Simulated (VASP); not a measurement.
Level of theory: PBEsol GGA, VASP's PBE PAW potentials (set 64) (plane waves; VASP 6.6.1).

VASP ran on this input.

**POSCAR**
```
LaSi
1.0
  5.3075943162   0.0000000000   0.0000000000
 -2.6537971581   4.5965115521   0.0000000000
  0.0000000000   0.0000000000   5.7938524136
La Si
2 2
Cart
 -0.0000026538   3.0643425669   5.4300901587
  2.6537998119   1.5321689852   2.5331639519
 -0.0000026538   3.0643425669   2.5364569100
  2.6537998119   1.5321689852   5.4333831168
```

INCAR:
```
ALGO = Normal
EDIFF = 1E-6
EDIFFG = -0.02
ENCUT = 400
GGA = PS
IBRION = 2
ISIF = 3
ISMEAR = 1
LASPH = .TRUE.
LCHARG = .FALSE.
LMAXMIX = 6
LREAL = .FALSE.
LWAVE = .FALSE.
NELM = 100
NSW = 60
PREC = Accurate
SIGMA = 0.1
SYSTEM = LaSi
```

### KPOINTS
```
Automatic mesh
0
Gamma
6 6 5
0 0 0
```

POTCAR, in this order: La Si (PBE.64 set). Program: vasp_std.

The run wrote:

OSZICAR:
```
       N       E                     dE             d eps       ncg     rms          rms(c)
DAV:   1     0.308422142799E+03    0.30842E+03   -0.93820E+03   798   0.152E+03
DAV:   2     0.250886656263E+02   -0.28333E+03   -0.27907E+03  1422   0.334E+02
DAV:   3    -0.192912882930E+02   -0.44380E+02   -0.43830E+02  1303   0.184E+02
DAV:   4    -0.223786667237E+02   -0.30874E+01   -0.29813E+01  1580   0.450E+01
DAV:   5    -0.226730428731E+02   -0.29438E+00   -0.29123E+00  1348   0.124E+01    0.510E+00
DAV:   6    -0.221748611658E+02    0.49818E+00   -0.14609E+00  1420   0.705E+00    0.297E+00
DAV:   7    -0.220489554316E+02    0.12591E+00   -0.46842E-01  1468   0.392E+00    0.951E-01
DAV:   8    -0.220481791015E+02    0.77633E-03   -0.46528E-02  1540   0.168E+00    0.199E-01
DAV:   9    -0.220489844336E+02   -0.80533E-03   -0.25259E-03  1540   0.443E-01    0.112E-01
DAV:  10    -0.220494380155E+02   -0.45358E-03   -0.79392E-04  1412   0.239E-01    0.431E-02
DAV:  11    -0.220495086485E+02   -0.70633E-04   -0.26382E-04  1596   0.111E-01    0.152E-02
DAV:  12    -0.220495106071E+02   -0.19587E-05   -0.22074E-05  1580   0.340E-02    0.895E-03
DAV:  13    -0.220495140082E+02   -0.34011E-05   -0.14308E-05  1310   0.241E-02    0.443E-03
DAV:  14    -0.220495140212E+02   -0.12956E-07   -0.21631E-06   828   0.108E-02
   1 F= -.22049514E+02 E0= -.22046119E+02  d E =-.220495E+02
       N       E                     dE             d eps       ncg     rms          rms(c)
DAV:   1    -0.220850094415E+02   -0.35495E-01   -0.13832E+00  1379   0.175E+01    0.861E-01
DAV:   2    -0.220602378811E+02    0.24772E-01   -0.83053E-02  1362   0.332E+00    0.408E-01
DAV:   3    -0.220534043110E+02    0.68336E-02   -0.42444E-02  1444   0.223E+00    0.113E-01
DAV:   4    -0.220533402861E+02    0.64025E-04   -0.25471E-03  1449   0.375E-01    0.866E-02
DAV:   5    -0.220532930611E+02    0.47225E-04   -0.64949E-04  1561   0.185E-01    0.634E-02
DAV:   6    -0.220532717226E+02    0.21338E-04   -0.18498E-04  1452   0.133E-01    0.350E-02
DAV:   7    -0.220532723089E+02   -0.58626E-06   -0.90125E-05  1388   0.744E-02    0.828E-03
DAV:   8    -0.220532739403E+02   -0.16314E-05   -0.10964E-05  1556   0.203E-02    0.679E-03
DAV:   9    -0.220532748704E+02   -0.93013E-06   -0.83657E-06  1333   0.215E-02
   2 F= -.22053275E+02 E0= -.22050096E+02  d E =-.376085E-02
       N       E                     dE             d eps       ncg     rms          rms(c)
DAV:   1    -0.220543100210E+02   -0.10361E-02   -0.39359E-02  1374   0.304E+00    0.143E-01
DAV:   2    -0.220536205614E+02    0.68946E-03   -0.21904E-03  1304   0.495E-01    0.691E-02
DAV:   3    -0.220534219928E+02    0.19857E-03   -0.12499E-03  1401   0.378E-01    0.200E-02
DAV:   4    -0.220534208590E+02    0.11338E-05   -0.80113E-05  1473   0.726E-02    0.144E-02
DAV:   5    -0.220534212770E+02   -0.41801E-06   -0.16509E-05  1374   0.300E-02    0.102E-02
DAV:   6    -0.220534222506E+02   -0.97353E-06   -0.43164E-06   885   0.249E-02
   3 F= -.22053422E+02 E0= -.22050217E+02  d E =-.390823E-02
       N       E                     dE             d eps       ncg     rms          rms(c)
DAV:   1    -0.220570489100E+02   -0.36276E-02   -0.13809E-01  1360   0.599E+00    0.238E-01
DAV:   2    -0.220546688469E+02    0.23801E-02   -0.66337E-03  1328   0.806E-01    0.110E-01
DAV:   3    -0.220540590853E+02    0.60976E-03   -0.31808E-03  1433   0.560E-01    0.336E-02
DAV:   4    -0.220540545036E+02    0.45817E-05   -0.18242E-04  1429   0.117E-01    0.189E-02
DAV:   5    -0.220540604027E+02   -0.58991E-05   -0.50701E-05  1553   0.563E-02    0.930E-03
DAV:   6    -0.220540622132E+02   -0.18106E-05   -0.44575E-06   908   0.165E-02    0.405E-03
DAV:   7    -0.220540635352E+02   -0.13220E-05   -0.29989E-06   835   0.195E-02    0.153E-03
DAV:   8    -0.220540636285E+02   -0.93286E-07   -0.65437E-07   492   0.138E-02
   4 F= -.22054064E+02 E0= -.22050726E+02  d E =-.641378E-03
       N       E                     dE             d eps       ncg     rms          rms(c)
DAV:   1    -0.220565253276E+02   -0.24618E-02   -0.10447E-01  1368   0.519E+00    0.207E-01
DAV:   2    -0.220547346116E+02    0.17907E-02   -0.50184E-03  1320   0.697E-01    0.955E-02
DAV:   3    -0.220542803039E+02    0.45431E-03   -0.23655E-03  1436   0.482E-01    0.292E-02
DAV:   4    -0.220542772624E+02    0.30415E-05   -0.13301E-04  1445   0.993E-02    0.165E-02
DAV:   5    -0.220542822093E+02   -0.49469E-05   -0.38191E-05  1553   0.487E-02    0.801E-03
DAV:   6    -0.220542837505E+02   -0.15412E-05   -0.34780E-06   841   0.140E-02    0.339E-03
DAV:   7    -0.220542846803E+02   -0.92976E-06   -0.15235E-06   635   0.177E-02
   5 F= -.22054285E+02 E0= -.22050858E+02  d E =-.862430E-03
```

File OUTCAR:
```
------------------------ aborting loop because EDIFF is reached ----------------------------------------
  FORCE on cell =-STRESS in cart. coord.  units (eV):
  Direction    XX          YY          ZZ          XY          YZ          ZX
  --------------------------------------------------------------------------------------
  Total       -0.0100310     -0.0100310      0.0316100     -0.0000000     -0.0000000      0.0000000
  in kB       -0.1130603     -0.1130603      0.3562802     -0.0000000     -0.0000000      0.0000000
  external PRESSURE =       0.0433866 kB  Pullay stress =       0.0000000 kB
  volume of cell :      142.15
      direct lattice vectors                 reciprocal lattice vectors
     5.292610556 -0.000000000  0.000000000     0.188942676  0.109086104  0.000000000
    -2.646305278  4.583535235  0.000000000     0.000000000  0.218172207  0.000000000
     0.000000000  0.000000000  5.859659511     0.000000000  0.000000000  0.170658380
 POSITION                                       TOTAL-FORCE (eV/Angst)
 -----------------------------------------------------------------------------------
     -0.00000      3.05569      5.49340         0.000000     -0.000000      0.000056
      2.64631      1.52784      2.56357         0.000000      0.000000      0.000056
     -0.00000      3.05569      2.56363         0.000000     -0.000000     -0.000056
      2.64631      1.52784      5.49346        -0.000000      0.000000     -0.000056
 -----------------------------------------------------------------------------------
    total drift:                               -0.003032      0.001750     -0.000852
  FREE ENERGIE OF THE ION-ELECTRON SYSTEM (eV)
  ---------------------------------------------------
  free  energy   TOTEN  =       -22.0542846803 eV

  energy  without entropy=      -22.0440043590  energy(sigma->0) =      -22.05085791

 reached required accuracy - stopping structural energy minimisation
```
(Selected blocks of OUTCAR.)

**CONTCAR**
```
LaSi
   1.00000000000000
     5.2926105557466103   -0.0000000000000000    0.0000000000000000
    -2.6463052778733052    4.5835352345524880    0.0000000000000000
     0.0000000000000000    0.0000000000000000    5.8596595111341516
  La              Si
     2     2
Direct
     0.3333330000000032    0.6666669999999968    0.9374953511810304
     0.6666669999999968    0.3333330000000032    0.4374953511810305
     0.3333330000000032    0.6666669999999968    0.4375046488189695
     0.6666669999999968    0.3333330000000032    0.9375046488189696
```

The structure was generated: LaSi was put into the wurtzite type (P6_3mc), which need not be its known phase. This run relaxes it. It ends in space group P6_3/mmc. Symmetry was kept, so distortions that lower it aren't found. The start is the result of an earlier pass.
